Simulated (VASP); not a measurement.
Method: PBE GGA, VASP's PBE PAW potentials (set 64) (plane waves; VASP).

VASP input:

File KPOINTS:
```
k-points along high-symmetry lines
15
Line-mode
Reciprocal
  0.000000   0.000000   0.000000 ! GAMMA
  0.500000   0.000000   0.500000 ! X

  0.500000   0.000000   0.500000 ! X
  0.625000   0.250000   0.625000 ! U

  0.375000   0.375000   0.750000 ! K
  0.000000   0.000000   0.000000 ! GAMMA

  0.000000   0.000000   0.000000 ! GAMMA
  0.500000   0.500000   0.500000 ! L

  0.500000   0.500000   0.500000 ! L
  0.500000   0.250000   0.750000 ! W

  0.500000   0.250000   0.750000 ! W
  0.500000   0.000000   0.500000 ! X
```

### POSCAR
```
AgCl
1
    0.0000000000     2.7945385989     2.7945385989
    2.7945385989     0.0000000000     2.7945385989
    2.7945385989     2.7945385989     0.0000000000
Ag Cl
1 1
Direct
  0.0000000000   0.0000000000   0.0000000000
  0.5000000000   0.5000000000   0.5000000000
```

**INCAR**
```
ALGO  =  Normal
EDIFF  =  1E-6
ENCUT  =  350
GGA  =  PE
ICHARG  =  11
ISMEAR  =  0
LASPH  =  .True.
LCHARG  =  .False.
LMAXMIX  =  4
LREAL  =  .False.
LWAVE  =  .False.
NELM  =  100
PREC  =  Accurate
SIGMA  =  0.05
SYSTEM  =  AgCl
```

POTCAR, in this order: Ag Cl (PBE.64 set). Program: vasp_std. Read from the step before: CHGCAR.

Output of the run:

### OSZICAR
```
       N       E                     dE             d eps       ncg     rms          rms(c)
DAV:   1     0.728903830139E+02    0.72890E+02   -0.71482E+03  2604   0.888E+02
DAV:   2    -0.284224095997E+01   -0.75733E+02   -0.71013E+02  2848   0.209E+02
DAV:   3    -0.543330455882E+01   -0.25911E+01   -0.25857E+01  2700   0.407E+01
DAV:   4    -0.545254345484E+01   -0.19239E-01   -0.19237E-01  2755   0.392E+00
DAV:   5    -0.545280648616E+01   -0.26303E-03   -0.26303E-03  2705   0.448E-01
DAV:   6    -0.545281123162E+01   -0.47455E-05   -0.47455E-05  2820   0.604E-02
DAV:   7    -0.545281132005E+01   -0.88426E-07   -0.88398E-07  2082   0.868E-03
   1 F= -.54528113E+01 E0= -.54528113E+01  d E =-.142612E-12
```

### OUTCAR
```
 val. band max:        3.5318130161   @ k =   0.5000   0.5000   0.5000

 cond. band min:       4.4416705470   @ k =   0.0000   0.0000   0.0000



 k-point     1 :       0.0000    0.0000    0.0000
  band No.  band energies     occupation
      1     -11.4683      2.00000
      2       1.1832      2.00000
      3       1.1832      2.00000
      4       1.1832      2.00000
      5       1.2225      2.00000
      6       1.2225      2.00000
      7       1.3024      2.00000
      8       1.3024      2.00000
      9       1.3024      2.00000
     10       4.4417      0.00000
     11      14.3974      0.00000
     12      14.3974      0.00000
     13      14.3974      0.00000

 k-point     2 :       0.0357    0.0000    0.0357
  band No.  band energies     occupation
      1     -11.4620      2.00000
      2       0.9106      2.00000
      3       1.1050      2.00000
      4       1.1050      2.00000
      5       1.1794      2.00000
      6       1.2248      2.00000
      7       1.3812      2.00000
      8       1.3812      2.00000
      9       1.5695      2.00000
     10       4.5324      0.00000
     11      14.2431      0.00000
     12      14.3303      0.00000
     13      14.3303      0.00000

 k-point     3 :       0.0714    0.0000    0.0714
  band No.  band energies     occupation
      1     -11.4434      2.00000
      2       0.5466      2.00000
      3       0.9923      2.00000
      4       0.9923      2.00000
      5       1.1679      2.00000
      6       1.2313      2.00000
      7       1.4946      2.00000
      8       1.4946      2.00000
      9       1.8080      2.00000
     10       4.7919      0.00000
     11      13.9149      0.00000
     12      14.1679      0.00000
     13      14.1680      0.00000

 k-point     4 :       0.1071    0.0000    0.1071
  band No.  band energies     occupation
      1     -11.4138      2.00000
      2       0.1937      2.00000
      3       0.8850      2.00000
      4       0.8851      2.00000
...
```

The density is held fixed in this step, so its total energy and stress have no physical meaning.

The compound is AgCl in the rock salt structure. It was relaxed first.
